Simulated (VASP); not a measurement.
```xyz
3
Lattice="0.0000 3.5461 3.5461 3.5461 0.0000 3.5461 3.5461 3.5461 0.0000" Properties=species:S:1:pos:R:3 pbc="T T T"
Ca     5.3191     5.3191     5.3191
Ca     1.7730     1.7730     1.7730
Si     0.0000     0.0000     0.0000
```

Level of theory: PBEsol GGA, VASP's PBE PAW potentials (set 64) (plane waves; VASP). Settings: 400 eV cut-off, 12×12×12 Γ-centred mesh, Gaussian smearing of 0.010 eV, potentials Ca_sv Si.

Question: The job: Ca₂Si (space group Fm-3m), 3 atoms, PBEsol, optics run with many empty bands, 400 eV, 12×12×12 Γ-centred mesh. Roughly how much core time does it take on a busy server core?

Answer: About 2 core-minutes (one run on a shared machine, a rough figure). It had 72 irreducible k-points, 48 bands, up to 1639 plane waves and 14 electronic steps.

The structure comes from a computed database's Ca2Si entry (Fm-3m); how it stands against other phases isn't given here. It was relaxed first.
